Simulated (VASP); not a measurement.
The system is Ta2N3.

```
Ta N
1.0
    -4.91500    4.91500    4.91500
     4.91500   -4.91500    4.91500
     4.91500    4.91500   -4.91500
Ta N
16 24
Direct
  0.25000 0.23200 0.98200
  0.75000 0.26800 0.51800
  0.98200 0.25000 0.23200
  0.51800 0.75000 0.26800
  0.23200 0.98200 0.25000
  0.26800 0.51800 0.75000
  0.75000 0.76800 0.01800
  0.25000 0.73200 0.48200
  0.01800 0.75000 0.76800
  0.48200 0.25000 0.73200
  0.76800 0.01800 0.75000
  0.73200 0.48200 0.25000
  0.50000 0.50000 0.50000
  0.50000 0.00000 0.00000
  0.00000 0.50000 0.00000
  0.00000 0.00000 0.50000
  0.52500 0.76500 0.53000
  0.73500 0.99500 0.97000
  0.97500 0.50500 0.24000
  0.76500 0.73500 0.26000
  0.53000 0.52500 0.76500
  0.97000 0.73500 0.99500
  0.24000 0.97500 0.50500
  0.26000 0.76500 0.73500
  0.76500 0.53000 0.52500
  0.99500 0.97000 0.73500
  0.50500 0.24000 0.97500
  0.73500 0.26000 0.76500
  0.47500 0.23500 0.47000
  0.26500 0.00500 0.03000
  0.02500 0.49500 0.76000
  0.23500 0.26500 0.74000
  0.47000 0.47500 0.23500
  0.03000 0.26500 0.00500
  0.76000 0.02500 0.49500
  0.74000 0.23500 0.26500
  0.23500 0.47000 0.47500
  0.00500 0.03000 0.26500
  0.49500 0.76000 0.02500
  0.26500 0.74000 0.23500
```

The cell was built by a generator and needn't be a form met in nature.

- Program: VASP 6.6.1
- Task: relaxation of cell and atoms
- Functional: LDA
- Potentials or basis: VASP PAW LDA potentials, release 64 (Ta_pv, N)
- Cutoff: 600 eV
- k mesh: 4 × 4 × 4
- Occupations: gaussian, width 0.03 eV
- Spin: no spin polarisation

At the start: pressure -10.1 GPa; volume 11.87 Å³/atom.

Task: How do energy, volume and symmetry change on relaxing?

Result: Over 18 steps the energy falls by 147.6 meV/atom and the volume is 11.32 Å³/atom (-4.6 %); space group Ia-3 (No. 206, to 0.05 Å).

The path:
| step | energy change (eV) | largest force (eV/Å) | pressure (GPa) | volume (Å³) |
| --- | --- | --- | --- | --- |
| 1 | 0.0000 | 1.8576 | -10.13 | 474.93 |
| 2 | -2.2306 | 1.1362 | 25.14 | 425.16 |
| 3 | -2.9514 | 1.3321 | 11.95 | 440.48 |
| 4 | -5.1715 | 0.8996 | 4.70 | 448.79 |
| 5 | -5.1719 | 0.8881 | 4.78 | 448.68 |
| 6 | -5.4721 | 0.3370 | -5.25 | 462.23 |
| 7 | -5.5251 | 0.3787 | -2.59 | 458.35 |
| 8 | -5.6681 | 0.4145 | -0.28 | 454.36 |
| 9 | -5.6835 | 0.5381 | 0.83 | 452.55 |
| 10 | -5.7878 | 0.3805 | 0.52 | 452.59 |
| 11 | -5.8615 | 0.1759 | 0.05 | 452.64 |
| 12 | -5.8624 | 0.1972 | -0.01 | 452.65 |
| 13 | -5.8920 | 0.0939 | 0.07 | 452.62 |
| 14 | -5.8985 | 0.0706 | 0.15 | 452.61 |
| 15 | -5.9020 | 0.0211 | -0.26 | 453.29 |
| 16 | -5.9020 | 0.0183 | -0.29 | 453.33 |
| 17 | -5.9011 | 0.0264 | 0.47 | 452.29 |
| 18 | -5.9025 | 0.0061 | 0.00 | 452.94 |

Final structure:
```cif
data_structure
_symmetry_space_group_name_H-M 'P 1'
_symmetry_Int_Tables_number 1
_cell_length_a 8.3796
_cell_length_b 8.3796
_cell_length_c 8.3796
_cell_angle_alpha 109.471
_cell_angle_beta 109.471
_cell_angle_gamma 109.471
_cell_volume 452.94
loop_
_atom_site_label
_atom_site_type_symbol
_atom_site_fract_x
_atom_site_fract_y
_atom_site_fract_z
_atom_site_occupancy
Ta1 Ta 0.25000 0.21090 0.96090 1
Ta2 Ta 0.75000 0.28910 0.53910 1
Ta3 Ta 0.96090 0.25000 0.21090 1
Ta4 Ta 0.53910 0.75000 0.28910 1
Ta5 Ta 0.21090 0.96090 0.25000 1
Ta6 Ta 0.28910 0.53910 0.75000 1
Ta7 Ta 0.75000 0.78910 0.03910 1
Ta8 Ta 0.25000 0.71090 0.46090 1
Ta9 Ta 0.03910 0.75000 0.78910 1
Ta10 Ta 0.46090 0.25000 0.71090 1
Ta11 Ta 0.78910 0.03910 0.75000 1
Ta12 Ta 0.71090 0.46090 0.25000 1
Ta13 Ta 0.50000 0.50000 0.50000 1
Ta14 Ta 0.50000 0.00000 0.00000 1
Ta15 Ta 0.00000 0.50000 0.00000 1
Ta16 Ta 0.00000 0.00000 0.50000 1
N1 N 0.53434 0.77643 0.55125 1
N2 N 0.72517 0.98308 0.94875 1
N3 N 0.96566 0.51692 0.24209 1
N4 N 0.77483 0.72357 0.25791 1
N5 N 0.55125 0.53434 0.77643 1
N6 N 0.94875 0.72517 0.98308 1
N7 N 0.24209 0.96566 0.51692 1
N8 N 0.25791 0.77483 0.72357 1
N9 N 0.77643 0.55125 0.53434 1
N10 N 0.98308 0.94875 0.72517 1
N11 N 0.51692 0.24209 0.96566 1
N12 N 0.72357 0.25791 0.77483 1
N13 N 0.46566 0.22357 0.44875 1
N14 N 0.27483 0.01692 0.05125 1
N15 N 0.03434 0.48308 0.75791 1
N16 N 0.22517 0.27643 0.74209 1
N17 N 0.44875 0.46566 0.22357 1
N18 N 0.05125 0.27483 0.01692 1
N19 N 0.75791 0.03434 0.48308 1
N20 N 0.74209 0.22517 0.27643 1
N21 N 0.22357 0.44875 0.46566 1
N22 N 0.01692 0.05125 0.27483 1
N23 N 0.48308 0.75791 0.03434 1
N24 N 0.27643 0.74209 0.22517 1
```
